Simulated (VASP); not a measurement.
# CaHfI2 (P4/mmm) in VASP: a series of runs

The runs below take CaHfI2 through single point, relaxation of cell and atoms, with PBE.

Everything below comes from runs of VASP 6.6.1. Logs are shortened: lines on timing, memory, paths and dates and some standing lists are left out, and cuts for length are marked.

### 1 The structure

The structure is tetragonal, space group P4/mmm (No. 123). Conventional cell: a = 5.738 Å, b = 5.738 Å, c = 3.659 Å, α = 90.00°, β = 90.00°, γ = 90.00°. Ca (site symmetry 4/mmm) is surrounded by 8 I at 3.40 Å and 2 Ca at 3.66 Å. Hf (site symmetry 4/mmm) is surrounded by 4 I at 2.87 Å. I (site symmetry mmm) is surrounded by 2 Hf at 2.87 Å.

The cell was built by a generator and needn't be a form met in nature.

### 2 Single point, PBE

File INCAR:

```
ALGO     = Normal         # electronic algorithm
EDIFF    = 1E-6           # SCF threshold, eV
ENCUT    = 520            # plane-wave cutoff, eV
GGA      = PE             # functional
ISIF     = 2              # what is computed and relaxed
ISMEAR   = 0              # smearing method
LASPH    = T              # aspherical terms in the spheres
LCHARG   = F              # write CHGCAR
LREAL    = F              # projectors in reciprocal space
LWAVE    = F              # write WAVECAR
NBANDS   = 25             # bands
NELM     = 80             # most SCF steps
PREC     = Accurate       # precision mode
SIGMA    = 0.1            # smearing width, eV
```

File KPOINTS:

```
k-points
0
Gamma
  8 8 12
```

File POSCAR:

```
CaHfI2
1.0
    5.7379545008      0.0000000000      0.0000000000
    0.0000000000      5.7379545008      0.0000000000
    0.0000000000      0.0000000000      3.6589981275
Ca Hf I
1 1 2
Direct
    0.5000000000      0.5000000000      0.5000000000
    0.0000000000      0.0000000000      0.0000000000
    0.5000000000      0.0000000000      0.0000000000
    0.0000000000      0.5000000000      0.0000000000
```

Potentials or basis: VASP PAW PBE potentials, release 64 (Ca_sv, Hf_pv, I).

The run is started by

```console
$ cat potpaw_PBE.64/Ca_sv/POTCAR potpaw_PBE.64/Hf_pv/POTCAR potpaw_PBE.64/I/POTCAR > POTCAR
$ mpirun -np 1 vasp_std > vasp.out
```

OUTCAR:

```text
EDIFF = 1E-6
   ENCUT = 520
   GGA = PE
   ISIF = 2
   ISMEAR = 0
   LASPH = T
   LREAL = F
   NELM = 80
   PREC = Accurate

 ion  position               nearest neighbor table
   1  0.500  0.500  0.500-
   2  0.000  0.000  0.000-   3 2.87   4 2.87   4 2.87   3 2.87
   3  0.500  0.000  0.000-   2 2.87   2 2.87
   4  0.000  0.500  0.000-   2 2.87   2 2.87

  LATTYP: Found a simple tetragonal cell.
 ALAT       =     5.7379545008
 C/A-ratio  =     0.6376833638

  Lattice vectors:

 A1 = (   5.7379545008,   0.0000000000,   0.0000000000)
 A2 = (   0.0000000000,   5.7379545008,   0.0000000000)
 A3 = (   0.0000000000,   0.0000000000,   3.6589981275)

Analysis of symmetry for initial positions (statically):
=====================================================================
 Subroutine PRICEL returns:
 Original cell was already a primitive cell.

 Routine SETGRP: Setting up the symmetry group for a
 simple tetragonal supercell.

 Subroutine GETGRP returns: Found 16 space group operations
 (whereof 16 operations were pure point group operations)
 out of a pool of 16 trial point group operations.

The static configuration has the point symmetry D_4h.

Analysis of symmetry for dynamics (positions and initial velocities):
=====================================================================
 Subroutine PRICEL returns:
 Original cell was already a primitive cell.

 Routine SETGRP: Setting up the symmetry group for a
 simple tetragonal supercell.

 Subroutine GETGRP returns: Found 16 space group operations
 (whereof 16 operations were pure point group operations)
 out of a pool of 16 trial point group operations.

The dynamic configuration has the point symmetry D_4h.

 Subroutine INISYM returns: Found 16 space group operations
 (whereof 16 operations are pure point group operations),
 and found     1 'primitive' translations

----------------------------------------------------------------------------------------

                                     Primitive cell

  volume of cell :     120.4693

  direct lattice vectors                    reciprocal lattice vectors
     5.737954501  0.000000000  0.000000000     0.174278133  0.000000000  0.000000000
     0.000000000  5.737954501  0.000000000     0.000000000  0.174278133  0.000000000
     0.000000000  0.000000000  3.658998127     0.000000000  0.000000000  0.273298855

  length of vectors
     5.737954501  5.737954501  3.658998127     0.174278133  0.174278133  0.273298855

  position of ions in fractional coordinates (direct lattice)
     0.500000000  0.500000000  0.500000000
     0.000000000  0.000000000  0.000000000
     0.500000000  0.000000000  0.000000000
     0.000000000  0.500000000  0.000000000

  ion indices of the primitive-cell ions
   primitive index   ion index
                 1           1
                 2           2
                 3           3
                 4           4

----------------------------------------------------------------------------------------

 KPOINTS: k-points

Automatic generation of k-mesh.
 Grid dimensions read from file:
 generate k-points for:    8    8   12

 Generating k-lattice:

  Cartesian coordinates                     Fractional coordinates (reciprocal lattice)
     0.021784767  0.000000000  0.000000000     0.125000000  0.000000000  0.000000000
     0.000000000  0.021784767  0.000000000     0.000000000  0.125000000  0.000000000
     0.000000000  0.000000000  0.022774905     0.000000000  0.000000000  0.083333333

  Length of vectors
     0.021784767  0.021784767  0.022774905

  Shift w.r.t. Gamma in fractional coordinates (k-lattice)
     0.000000000  0.000000000  0.000000000

 Subroutine IBZKPT returns following result:
 ===========================================

 Found    105 irreducible k-points:

 Following reciprocal coordinates:
            Coordinates               Weight
  0.000000  0.000000  0.000000      1.000000
  0.125000  0.000000  0.000000      4.000000
  0.250000  0.000000  0.000000      4.000000
  0.375000  0.000000  0.000000      4.000000
  0.500000  0.000000  0.000000      2.000000
  0.125000  0.125000  0.000000      4.000000
[... 16 lines left out ...]
  0.375000  0.125000  0.083333     16.000000
  0.500000  0.125000  0.083333      8.000000
 [... further k-points ...]
   k-points           NKPTS =    105   k-points in BZ     NKDIM =    105   number of bands    NBANDS=     25
   number of dos      NEDOS =    301   number of ions     NIONS =      4
   total plane-waves  NPLWV =  64512
   dimension x,y,z NGX =    48 NGY =   48 NGZ =   28
   dimension x,y,z NGXF=    96 NGYF=   96 NGZF=   56
   ions per type =               1   1   2
   NGX,Y,Z   is equivalent  to a cutoff of  13.91, 13.91, 12.72 a.u.
   NGXF,Y,Z  is equivalent  to a cutoff of  27.81, 27.81, 25.44 a.u.
 SYSTEM =  unknown system
   PREC   = accura    normal or accurate (medium, high low for compatibility)
   ISTART =      0    job   : 0-new  1-cont  2-samecut
   ICHARG =      2    charge: 1-file 2-atom 10-const
   ISPIN  =      1    spin polarized calculation?
   LNONCOLLINEAR =      F non collinear calculations
   LSORBIT =      F    spin-orbit coupling
   LASPH  =      T    aspherical Exc in radial PAW
   ENCUT  =  520.0 eV  38.22 Ry    6.18 a.u.  10.67 10.67  6.80*2*pi/ulx,y,z
   NELM   =     80;   NELMIN=  2; NELMDL= -5     # of ELM steps
   EDIFF  = 0.1E-05   stopping-criterion for ELM
   LREAL  =      F    real-space projection
   EDIFFG = 0.1E-04   stopping-criterion for IOM
   NSW    =      0    number of steps for IOM
   IBRION =     -1    ionic relax: 0-MD 1-quasi-New 2-CG
   NFREE  =      0    steps in history (QN), initial steepest desc. (CG)
   ISIF   =      2    stress and relaxation
   ISYM   =      2    0-nonsym 1-usesym 2-fastsym
   POTIM  = 0.5000    time-step for ionic-motion
   TEBEG  =    0.0;   TEEND  =   0.0 temperature during run
   PSTRESS=    0.0 pullay stress
   NELECT =      34.0000    total number of electrons
   NUPDOWN=      -1.0000    fix difference up-down
   EMIN   =  10.00;   EMAX   =-10.00  energy-range for DOS
   EFERMI =   0.00;   METHOD = LEGACY
   ISMEAR =     0;   SIGMA  =   0.10  broadening in eV -4-tet -1-fermi 0-gaus
   EFERMI_NEDOS =   21; number of points for ismear=-14 and -15
   IALGO  =     38    algorithm
   IMIX   =      4    mixing-type and parameters
     AMIX     =   0.40;   BMIX     =  1.00
     AMIX_MAG =   1.60;   BMIX_MAG =  1.00
  volume/ion in A,a.u.               =      30.12       203.24
  Fermi-wavevector in a.u.,A,eV,Ry     =   1.073847  2.029276 15.689518  1.153147
  Thomas-Fermi vector in A             =   2.209658
   LORBIT       =      0    0 simple, 1 ext, 2 COOP (PROOUT), +10 PAW based schemes
   GGA     = PE    functional components
   LHFCALC =     F    Hartree Fock is set to
   AEXX    =    0.0000 exact exchange contribution
   IVDW    =     0    specifies the selected vdW correction
   LEPSILON=     F    determine dielectric tensor
   LRPA    =     F    only Hartree local field effects (RPA)
 non-spin polarized calculation
 Gauss-broadening in eV      SIGMA  =   0.10
  energy-cutoff  :      520.00
  volume of cell :      120.47
 maximum number of plane-waves:      3273
 NGX is ok and might be reduce to    48
   NGX = 21   NGY = 21   NGZ = 13

 number of electron      33.9999999 magnetization

 Free energy of the ion-electron system (eV)
  ---------------------------------------------------
  ext. energy  EPLUGINS =         0.00000000
  ---------------------------------------------------
  free energy    TOTEN  =       -15.54424103 eV

  energy without entropy =      -15.52520589  energy(sigma->0) =      -15.53472346

 E-fermi :   6.4962     XC(G=0):  -9.4907

 val. band max:        6.4945526430   @ k =   0.5000   0.0000   0.3333
 cond. band min:       6.4973575737   @ k =   0.2500   0.0000   0.5000
 fundamental gap:      0.0028049307
 Fermi energy:         6.4962427645

 k-point     1 :       0.0000    0.0000    0.0000
  band No.  band energies     occupation
      1     -36.1234      2.00000
      2     -25.5644      2.00000
      3     -25.5644      2.00000
      4     -25.1278      2.00000
      5     -17.1551      2.00000
      6     -17.1551      2.00000
[... 17 lines left out ...]
     24       8.9064      0.00000
     25       8.9759      0.00000

 k-point     2 :       0.1250    0.0000    0.0000
  band No.  band energies     occupation
      1     -36.1234      2.00000
      2     -25.5645      2.00000
      3     -25.5644      2.00000
      4     -25.1278      2.00000
      5     -17.1559      2.00000
      6     -17.1551      2.00000
[... 17 lines left out ...]
     24       8.9033      0.00000
     25       8.9279      0.00000

 k-point     3 :       0.2500    0.0000    0.0000
  band No.  band energies     occupation
      1     -36.1234      2.00000
      2     -25.5648      2.00000
      3     -25.5643      2.00000
      4     -25.1278      2.00000
      5     -17.1579      2.00000
      6     -17.1551      2.00000
[... 17 lines left out ...]
     24       8.7563      0.00000
     25       8.9734      0.00000

 k-point     4 :       0.3750    0.0000    0.0000
  band No.  band energies     occupation
      1     -36.1233      2.00000
      2     -25.5651      2.00000
      3     -25.5642      2.00000
      4     -25.1277      2.00000
      5     -17.1599      2.00000
      6     -17.1550      2.00000
[... 17 lines left out ...]
     24       8.9006      0.00000
     25       9.4302      0.00000
[... 477 lines left out ...]
 k-point    22 :       0.2500    0.1250    0.0833
  band No.  band energies     occupation
      1     -36.1226      2.00000
      2     -25.5643      2.00000
      3     -25.5639      2.00000
      4     -25.1335      2.00000
      5     -17.1565      2.00000
      6     -17.1545      2.00000
[... 17 lines left out ...]
     24       8.8510      0.00000
     25       8.9271      0.00000

 k-point    23 :       0.3750    0.1250    0.0833
  band No.  band energies     occupation
      1     -36.1226      2.00000
      2     -25.5646      2.00000
      3     -25.5638      2.00000
      4     -25.1334      2.00000
      5     -17.1583      2.00000
      6     -17.1545      2.00000
[... 17 lines left out ...]
     24       9.0210      0.00000
     25       9.0603      0.00000

 k-point    24 :       0.5000    0.1250    0.0833
  band No.  band energies     occupation
      1     -36.1226      2.00000
      2     -25.5647      2.00000
      3     -25.5638      2.00000
      4     -25.1334      2.00000
      5     -17.1591      2.00000
      6     -17.1544      2.00000
[... 17 lines left out ...]
     24       9.0339      0.00000
     25       9.2443      0.00000

 [... further k-points ...]

------------------------ aborting loop because EDIFF is reached ----------------------------------------

  FORCE on cell =-STRESS in cart. coord.  units (eV):
  Direction    XX          YY          ZZ          XY          YZ          ZX
  --------------------------------------------------------------------------------------
  -------------------------------------------------------------------------------------
  Total       -0.1259018     -0.1259018      0.0185122      0.0000000     -0.0000000      0.0000000
  in kB       -1.6744263     -1.6744263      0.2462023      0.0000000     -0.0000000      0.0000000
  external PRESSURE =      -1.0342168 kB  Pullay stress =       0.0000000 kB

 VOLUME and BASIS-vectors are now :
 -----------------------------------------------------------------------------
  energy-cutoff  :      520.00
  volume of cell :      120.47
      direct lattice vectors                 reciprocal lattice vectors
     5.737954501  0.000000000  0.000000000     0.174278133  0.000000000  0.000000000
     0.000000000  5.737954501  0.000000000     0.000000000  0.174278133  0.000000000
     0.000000000  0.000000000  3.658998127     0.000000000  0.000000000  0.273298855

 POSITION                                       TOTAL-FORCE (eV/Angst)
 -----------------------------------------------------------------------------------
      2.86898      2.86898      1.82950         0.000000      0.000000      0.000000
      0.00000      0.00000      0.00000         0.000000      0.000000      0.000000
      2.86898      0.00000      0.00000         0.000000      0.000000      0.000000
      0.00000      2.86898      0.00000         0.000000      0.000000      0.000000
 -----------------------------------------------------------------------------------
    total drift:                                0.000000     -0.000000      0.000000

  FREE ENERGIE OF THE ION-ELECTRON SYSTEM (eV)
  ---------------------------------------------------
  free  energy   TOTEN  =       -15.5442410349 eV

  energy  without entropy=      -15.5252058872  energy(sigma->0) =      -15.53472346
```

Wall time 3.5 min (1 thread of Intel Xeon Platinum 8559C (Emerald Rapids), shared host); peak memory 0.49 GiB.

Results:

```yaml
Free_energy: -15.5442 eV
Pressure: -0.1 GPa
Band_gap_on_the_k_mesh: none (metal or under the smearing width)
```

Levels at points of the mesh, in eV from the Fermi level:
```csv
k point,band 13,band 14,band 15,band 16,band 17,band 18,band 19,band 20,band 21,band 22
"(0.00, 0.00, 0.00)",-4.50,-3.16,-2.63,-2.25,-1.56,-1.28,0.33,0.41,1.22,1.22
"(0.50, 0.00, 0.00)",-5.69,-3.13,-3.03,-1.62,-0.01,0.46,0.52,1.35,1.50,1.63
"(0.50, 0.50, 0.00)",-4.41,-3.23,-3.23,-1.26,0.17,1.56,1.63,1.63,2.23,2.26
"(0.00, 0.00, 0.50)",-5.85,-4.11,-4.11,-1.18,-1.18,-0.67,0.42,0.93,1.37,1.79
"(0.50, 0.00, 0.50)",-5.47,-5.02,-4.98,-1.21,0.15,0.54,0.73,0.79,1.38,1.45
"(0.50, 0.50, 0.50)",-6.28,-5.49,-3.59,-0.85,-0.27,0.74,0.74,0.86,0.86,1.27
```

Spin-orbit coupling is left out, which matters for the levels of Hf, I.

(Continued in part 2 of 3.)
